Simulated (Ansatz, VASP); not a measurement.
# Si (Sigma13 (111) twist boundary in Si) in two plane-wave programs

Wanted: the spread between two codes on one cell, functional and k mesh. The cell is taken from a series of runs on this material, whose earlier steps may have relaxed, scaled, displaced or heated it; both programs get it as it stands.

Main program and level: Ansatz 0.2.0; plane waves, with VASP 6.6.1 beside it; PBE.

## (1) Set-up

The cell holds 156 atoms: 156 Si. Its edges and angles: a = 13.846 Å, b = 13.846 Å, c = 18.565 Å, α = 90.0°, β = 90.0°, γ = 120.0°. It derives from Si (diamond-structure). As first built, before any earlier steps moved the atoms or strained the cell (in the runner's words): diamond-structure Si (a = 5.431 A); two grains turned against each other by 27.80 deg about [111]; 1 x 1 coincidence cells, 1 lattice periods a grain, two boundaries a cell, upper grain shifted by [0.67, 0.586] of the boundary cell and opened by 0 A, one atom of each pair nearer than 1.293 A removed; annealed from 600 K for 3 ps and minimised with a classical potential (cell length normal to the plane free). The structure's axis is c.

## (2) VASP: single point, PBE

A single point takes one fixed geometry, so differences don't come from the geometry; what else differs is listed under the comparison.

Lines of VASP's logs that name or quote its potential files are left out, and so is its time.

Contents of INCAR:

```
SYSTEM = Si
PREC = Accurate
ENCUT = 500
EDIFF = 1E-06
NELM = 120
ISMEAR = -1
SIGMA = 0.05
LREAL = Auto
ALGO = Normal
GGA = PE
NBANDS = 421
LORBIT = 11
LWAVE = .FALSE.
LCHARG = .FALSE.
ISIF = 2
LASPH = .TRUE.
GGA_COMPAT = .FALSE.
EFERMI = MIDGAP
```

Contents of POSCAR:

```
Si
1.0
   13.8463900000      0.0000000000      0.0000000000
   -6.9231900000     11.9913200000      0.0000000000
    0.0000000000      0.0000000000     18.5647400000
Si
156
Direct
    0.9224100000      0.6774400000      0.4414700000
    0.9231800000      0.6771500000      0.0634000000
    0.8237400000      0.3703900000      0.4499900000
    0.8245200000      0.3701000000      0.0719200000
    0.9627000000      0.5461100000      0.1122300000
    0.9643300000      0.5483900000      0.2384600000
    0.7698000000      0.0734900000      0.4499900000
    0.7687400000      0.0727100000      0.0719200000
    0.8861900000      0.2499500000      0.1153400000
    0.8880800000      0.2459000000      0.2412800000
    0.9397100000      0.1146300000      0.2749200000
    0.9403700000      0.1130100000      0.4011500000
    0.6868000000      0.7460900000      0.4479900000
    0.6749600000      0.7626100000      0.0609100000
    0.8065600000      0.9345300000      0.1122300000
    0.8072200000      0.9329100000      0.2384600000
    0.6123000000      0.4611100000      0.4524800000
    0.5957800000      0.4327500000      0.0653900000
    0.7337800000      0.6252300000      0.0929700000
    0.7313400000      0.6244800000      0.2251400000
    0.8588400000      0.8016300000      0.2721000000
    0.8607300000      0.7975900000      0.3980400000
    0.5268400000      0.1274300000      0.4499900000
    0.5271300000      0.1285000000      0.0719200000
    0.6472800000      0.3103200000      0.1153400000
    0.6513300000      0.3162500000      0.2412800000
    0.7826000000      0.4991500000      0.2749200000
    0.7842200000      0.5014300000      0.4011500000
    0.5869100000      0.0110400000      0.1153400000
    0.5809800000      0.0091500000      0.2412800000
[... 120 atom lines left out ...]
    0.7337800000      0.7826200000      0.5929700000
    0.7313400000      0.7809400000      0.7251400000
    0.7826000000      0.9575200000      0.7749200000
    0.7842200000      0.9568600000      0.9011500000
    0.8588400000      0.7312900000      0.7721000000
    0.8607300000      0.7372200000      0.8980400000
```

Contents of KPOINTS:

```
Automatic mesh
0
Gamma
1 1 1
0 0 0
```

PAW data sets: Si (PBE family, release 64).

Run with:

```console
$ export OMP_NUM_THREADS=3
$ mpirun -np 1 vasp_gam
```

Output:

```text
[banner, memory and clock lines left out]
running    1 mpi-ranks, on    1 nodes
[...]
Offloading initialized ...    1 GPUs detected
[...]
LDA part: xc-table for (Slater+PW92), standard interpolation
 POSCAR, INCAR and KPOINTS ok, starting setup
[...]
entering main loop
       N       E                     dE             d eps       ncg     rms          rms(c)
DAV:   1     0.300096390429E+04    0.30010E+04   -0.26564E+05   842   0.127E+03
DAV:   2    -0.434706453611E+03   -0.34357E+04   -0.32063E+04  1071   0.214E+02
DAV:   3    -0.824636201903E+03   -0.38993E+03   -0.37977E+03  1028   0.628E+01
DAV:   4    -0.837156234283E+03   -0.12520E+02   -0.12346E+02  1036   0.130E+01
[...]
DAV:  15    -0.824571869169E+03   -0.24400E-04   -0.70962E-05  1028   0.121E-02    0.419E-02
DAV:  16    -0.824571880650E+03   -0.11482E-04   -0.36078E-05  1004   0.718E-03    0.169E-02
DAV:  17    -0.824571880806E+03   -0.15611E-06   -0.63737E-06  1012   0.318E-03
   1 F= -.82457188E+03 E0= -.82442624E+03  d E =-.291276E+00
```

Parts of OUTCAR (step 2):

```text
  FREE ENERGIE OF THE ION-ELECTRON SYSTEM (eV)
  ---------------------------------------------------
  free  energy   TOTEN  =      -824.5718808063 eV

  energy  without entropy=     -824.2806044869  energy(sigma->0) =     -824.42624265
```

The run ends at a pressure of 1.03 GPa, with forces up to 0.63 eV/Å.

## (3) Ansatz: single point, PBE

Ansatz runs on its default PAW (the set named soft_2) files.

The same cell, functional, mesh and smearing now go to Ansatz, which takes its cutoff from its data sets.

Contents of input.yaml:

```yaml
crystal:
  lattice:
    - [13.84639, 0.0, 0.0]
    - [-6.92319, 11.99132, 0.0]
    - [0.0, 0.0, 18.56474]
  atoms:
    - { symbol: Si, position: [0.92241, 0.67744, 0.44147] }
    - { symbol: Si, position: [0.92318, 0.67715, 0.0634] }
    - { symbol: Si, position: [0.82374, 0.37039, 0.44999] }
    - { symbol: Si, position: [0.82452, 0.3701, 0.07192] }
    - { symbol: Si, position: [0.9627, 0.54611, 0.11223] }
    - { symbol: Si, position: [0.96433, 0.54839, 0.23846] }
    - { symbol: Si, position: [0.7698, 0.07349, 0.44999] }
    - { symbol: Si, position: [0.76874, 0.07271, 0.07192] }
    - { symbol: Si, position: [0.88619, 0.24995, 0.11534] }
    - { symbol: Si, position: [0.88808, 0.2459, 0.24128] }
    - { symbol: Si, position: [0.93971, 0.11463, 0.27492] }
    - { symbol: Si, position: [0.94037, 0.11301, 0.40115] }
    - { symbol: Si, position: [0.6868, 0.74609, 0.44799] }
    - { symbol: Si, position: [0.67496, 0.76261, 0.06091] }
    - { symbol: Si, position: [0.80656, 0.93453, 0.11223] }
    - { symbol: Si, position: [0.80722, 0.93291, 0.23846] }
    - { symbol: Si, position: [0.6123, 0.46111, 0.45248] }
    - { symbol: Si, position: [0.59578, 0.43275, 0.06539] }
    - { symbol: Si, position: [0.73378, 0.62523, 0.09297] }
    - { symbol: Si, position: [0.73134, 0.62448, 0.22514] }
    - { symbol: Si, position: [0.85884, 0.80163, 0.2721] }
    - { symbol: Si, position: [0.86073, 0.79759, 0.39804] }
    - { symbol: Si, position: [0.52684, 0.12743, 0.44999] }
    - { symbol: Si, position: [0.52713, 0.1285, 0.07192] }
    - { symbol: Si, position: [0.64728, 0.31032, 0.11534] }
    - { symbol: Si, position: [0.65133, 0.31625, 0.24128] }
    - { symbol: Si, position: [0.7826, 0.49915, 0.27492] }
    - { symbol: Si, position: [0.78422, 0.50143, 0.40115] }
    - { symbol: Si, position: [0.58691, 0.01104, 0.11534] }
    - { symbol: Si, position: [0.58098, 0.00915, 0.24128] }
[... 120 atom lines left out ...]
    - { symbol: Si, position: [0.73378, 0.78262, 0.59297] }
    - { symbol: Si, position: [0.73134, 0.78094, 0.72514] }
    - { symbol: Si, position: [0.7826, 0.95752, 0.77492] }
    - { symbol: Si, position: [0.78422, 0.95686, 0.90115] }
    - { symbol: Si, position: [0.85884, 0.73129, 0.7721] }
    - { symbol: Si, position: [0.86073, 0.73722, 0.89804] }
kpoints:
  mp_grid: { grid: [1, 1, 1] }
hamiltonian:
  xc: pbe
scf:
  occupations: { method: fermi_dirac, width: 0.05 }
output:
  forces: true
  stress: true
  populations: intrinsic
  dos:
    method: { smearing: { sigma: 0.1 } }
    de: 0.1
    projected:
      site_lists:
        Si: [Si]
        lower_grain: [0, 1, 2, 3, 4, 5, 6, 7, 8, 9, 10, 11, 12, 13, 14, 15, 16, 17, 18, 19, 20, 21, 22, 23, 24, 25, 26, 27, 28, 29, 30, 31, 32, 33, 34, 35, 36, 37, 38, 39, 40, 41, 42, 43, 44, 45, 46, 47, 48, 49, 50, 51, 52, 53, 54, 55, 56, 57, 58, 59, 60, 61, 62, 63, 64, 65, 66, 67, 68, 69, 70, 71, 72, 73, 74, 75, 76, 77]
        upper_grain: [78, 79, 80, 81, 82, 83, 84, 85, 86, 87, 88, 89, 90, 91, 92, 93, 94, 95, 96, 97, 98, 99, 100, 101, 102, 103, 104, 105, 106, 107, 108, 109, 110, 111, 112, 113, 114, 115, 116, 117, 118, 119, 120, 121, 122, 123, 124, 125, 126, 127, 128, 129, 130, 131, 132, 133, 134, 135, 136, 137, 138, 139, 140, 141, 142, 143, 144, 145, 146, 147, 148, 149, 150, 151, 152, 153, 154, 155]
  eigenvalues: true
  write_density: true
  write_potential: true
  volumetric_format: npy
```

Run with:

```console
$ ansatz run input.yaml --threads 8 --pin off --max-ram 15872MiB --backend cpu --events-out ev --progress --plain --runs-dir out
```

Output:

```text
Warning: the atoms were moved onto the symmetric positions of the space group found under crystal.symmetry.tolerance 1.0e-5 (fractional; no operation is sought that the atoms, as they stand in a round, miss by more than twice it, and no atom is moved by as much as it), and the run uses the moved positions. Before a round's move an operation carried an atom to 2.17e-4 Å from where it should land, the largest such dist [...]
[...]
atom 146  Si     0.08180034    -0.11015449    -0.02525284
  atom 147  Si     0.00000000     0.00000000    -0.10658190
  atom 148  Si    -0.00000000    -0.00000000     0.03611549
  atom 149  Si    -0.12869906    -0.61450899    -0.02648669
  atom 150  Si     0.02657575     0.16475466     0.18850548
  atom 151  Si    -0.10495057    -0.38610439    -0.27425879
  atom 152  Si     0.08322590     0.09757533     0.13566484
  atom 153  Si     0.12051613    -0.02747144    -0.10111597
  atom 154  Si    -0.03782370    -0.08489147    -0.20849704
  atom 155  Si    -0.17494177     0.10168036    -0.13752351
  atom 156  Si    -0.13629676    -0.01576393    -0.02525284
  max |Σ_I F_I| component: 3.33e-16 eV/Å
--- Stress (GPa, compression-positive) ---
        0.106785       0.000000      -0.000000
        0.000000       0.106785      -0.000000
       -0.000000      -0.000000       3.126050
  P = ⅓ Tr σ = 1.1132 GPa (11.132 kbar)
--- Band table (eV) ---
  k-point 0: bands = ["-5.6931", "-5.4215", "-5.1928", "-4.8574", "-4.8198", "-4.8029", "-4.8029", "-4.7943", "-4.7943", "-4.5515", "-4.5440", "-4.5440", "-4.5384", "-4.5384", "-4.5190", "-4.4038", "-4.3795", "-4.3026", "-4.3026", "-4.2971", "-4.2484", "-4.2484", "-4.1619", "-3.4682", "-3.4682", "-3.4554", "-3.4416", "-3.4416", "-3.4380", "-3.4140", "-3.4043", "-3.3542", "-3.3542", "-3.3447", "-3.3447", "-3.2668", "- [...]
--- intrinsic populations: 156 sites ---
  site symbol       q [e]
     0     Si      4.0219
     1     Si      3.9919
     2     Si      3.9919
     3     Si      4.0219
     4     Si      3.9937
     5     Si      3.9939
     6     Si      3.9919
     7     Si      4.0219
     8     Si      3.9840
     9     Si      3.9915
    10     Si      3.9939
    11     Si      3.9937
    12     Si      4.0241
    13     Si      4.0117
    14     Si      3.9937
    15     Si      3.9939
    16     Si      4.0117
    17     Si      4.0241
    18     Si      3.9852
    19     Si      4.0219
    20     Si      3.9915
    21     Si      3.9840
    22     Si      3.9919
    23     Si      4.0219
[...]
148     Si      4.0241
   149     Si      4.0117
   150     Si      3.9852
   151     Si      4.0219
   152     Si      3.9939
   153     Si      3.9937
   154     Si      3.9915
   155     Si      3.9840
  spilling = 0.000000 (of n_electrons = 624.000000)
```

## (4) Differences

Known differences besides the potentials themselves: Ansatz takes its cutoff from its data sets, VASP runs at 500 eV. Total energies have different zeros and are not compared.

Compared:

```csv
quantity,Ansatz,VASP,difference
pressure (GPa),1.11,1.03,+0.09
gap on the k mesh (eV),0.182,0.182,0.000
```

Forces on 10 of the 156 atoms, those with the largest forces and the largest differences (eV/Å; atoms numbered as in POSCAR):

```csv
atom,"Ansatz x, y, z","VASP x, y, z"
Si18,"-0.129, 0.615, 0.026","-0.130, 0.613, 0.031"
Si41,"0.468, 0.419, -0.026","0.469, 0.420, -0.032"
Si53,"0.129, -0.615, -0.026","0.127, -0.615, -0.033"
Si59,"-0.156, 0.059, -0.189","-0.152, 0.059, -0.196"
Si60,"0.597, -0.196, 0.026","0.596, -0.194, 0.035"
Si81,"0.156, 0.059, -0.189","0.151, 0.060, -0.197"
Si82,"-0.597, -0.196, 0.026","-0.595, -0.195, 0.033"
Si95,"-0.027, -0.165, -0.189","-0.025, -0.159, -0.196"
Si96,"0.129, 0.615, 0.026","0.131, 0.612, 0.034"
Si149,"-0.129, -0.615, -0.026","-0.130, -0.615, -0.032"
```

The forces differ by 2.7 meV/Å r.m.s., which is 1.7 % of the r.m.s. force of 0.160 eV/Å (both taken over all components). A gap on the mesh is an upper bound, since the band edges may lie between its points.

## (5) Results

```yaml
r_m_s_force_difference_single_point_pbe: 2.7 meV/Å
```

What this shows: The r.m.s. force difference is 2.7 meV/Å (single point, PBE), within the 12 meV/Å picked in this series as the mark of a large difference. Such differences can come from data sets, numerical settings and the points named under the comparisons, not from the functional's error against experiment.

[Lines on the potential files, build, host, timing and source positions are cut from VASP's logs without a mark.]

[Logs are printed without paths, hosts, clocks, repeated set-up lines and the standing remarks that a program may print on its own settings, such as how far it seeks lower states.]

[Hosts, paths, dates, database ids (printed as entryN), source tags and the programs' standing remarks are cut or masked in the printed files.]
